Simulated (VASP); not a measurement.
Method: PBE GGA, VASP's PBE PAW potentials (set 64) (plane waves; VASP).

The input files of a VASP run:

### INCAR
```
# general
SYSTEM  = HfC
PREC    = Normal
ENCUT   = 450
LREAL   = .False.
LASPH   = .True.

# electronic loop
EDIFF   = 1E-5
NELM    = 100
NELMIN  = 4
ALGO    = Fast
LMAXMIX = 6

# smearing
ISMEAR  = 1
SIGMA   = 0.1

# functional
GGA     = PE

# ions
IBRION  = 2
NSW     = 20
ISIF    = 2
EDIFFG  = -0.03

# output
LWAVE   = .False.
LCHARG  = .False.
```

File POSCAR:
```
HfC
1
   -0.0000000000     2.3236394528     2.3236394528
    2.3236394528    -0.0000000000     2.3236394528
    2.3236394528     2.3236394528    -0.0000000000
Hf C
1 1
Direct
  0.0000000000   0.0000000000   0.0000000000
  0.5000000000   0.5000000000   0.5000000000
```

KPOINTS:
```
Automatic mesh
0
Gamma
15 15 15
0 0 0
```

POTCAR, in this order: Hf_pv C (PBE.64 set). Program: vasp_std.

The resulting files:

### OSZICAR
```
       N       E                     dE             d eps       ncg     rms          rms(c)
DAV:   1     0.214896661814E+02    0.21490E+02   -0.72667E+03  2640   0.109E+03
DAV:   2    -0.225914387933E+02   -0.44081E+02   -0.41978E+02  3466   0.202E+02
DAV:   3    -0.242090141200E+02   -0.16176E+01   -0.15977E+01  3452   0.306E+01
DAV:   4    -0.242221808453E+02   -0.13167E-01   -0.13155E-01  3188   0.296E+00
DAV:   5    -0.242223418960E+02   -0.16105E-03   -0.16103E-03  3564   0.269E-01    0.573E+01
RMM:   6    -0.210226183215E+02    0.31997E+01   -0.10659E+01  2646   0.172E+01    0.397E+01
RMM:   7    -0.210426903501E+02   -0.20072E-01   -0.10675E+00  2672   0.796E+00    0.224E+01
RMM:   8    -0.210478557045E+02   -0.51654E-02   -0.14657E-01  2645   0.280E+00    0.262E+00
RMM:   9    -0.210479544243E+02   -0.98720E-04   -0.61387E-02  2675   0.141E+00    0.138E+00
RMM:  10    -0.210464657855E+02    0.14886E-02   -0.50554E-03  2643   0.567E-01    0.392E-01
RMM:  11    -0.210465353418E+02   -0.69556E-04   -0.85751E-04  2746   0.193E-01    0.377E-02
RMM:  12    -0.210465681810E+02   -0.32839E-04   -0.22474E-04  2430   0.799E-02    0.138E-01
RMM:  13    -0.210465444463E+02    0.23735E-04   -0.76512E-05  2296   0.562E-02    0.930E-03
RMM:  14    -0.210465453354E+02   -0.88915E-06   -0.10786E-05  1797   0.248E-02
   1 F= -.21046545E+02 E0= -.21046303E+02  d E =-.210465E+02
```

### OUTCAR
```
------------------------ aborting loop because EDIFF is reached ----------------------------------------
  FORCE on cell =-STRESS in cart. coord.  units (eV):
  Direction    XX          YY          ZZ          XY          YZ          ZX
  --------------------------------------------------------------------------------------
  Total       -0.0340581     -0.0340581     -0.0340581      0.0000000      0.0000000      0.0000000
  in kB       -2.1746760     -2.1746760     -2.1746760      0.0000000      0.0000000      0.0000000
  external PRESSURE =      -2.1746760 kB  Pullay stress =       0.0000000 kB
  volume of cell :       25.09
      direct lattice vectors                 reciprocal lattice vectors
     0.000000000  2.323639453  2.323639453    -0.215179683  0.215179683  0.215179683
     2.323639453  0.000000000  2.323639453     0.215179683 -0.215179683  0.215179683
     2.323639453  2.323639453  0.000000000     0.215179683  0.215179683 -0.215179683
 POSITION                                       TOTAL-FORCE (eV/Angst)
 -----------------------------------------------------------------------------------
      0.00000      0.00000      0.00000        -0.000000     -0.000000     -0.000000
      2.32364      2.32364      2.32364         0.000000      0.000000      0.000000
 -----------------------------------------------------------------------------------
    total drift:                               -0.000000      0.000000      0.000000
  FREE ENERGIE OF THE ION-ELECTRON SYSTEM (eV)
  ---------------------------------------------------
  free  energy   TOTEN  =       -21.0465453354 eV

  energy  without entropy=      -21.0458173445  energy(sigma->0) =      -21.04630267

 reached required accuracy - stopping structural energy minimisation
```
(Selected blocks of OUTCAR.)

At this cut-off the stress carries a Pulay error, which pulls relaxed volumes low.

The compound is HfC in the rock salt structure. It was relaxed first.
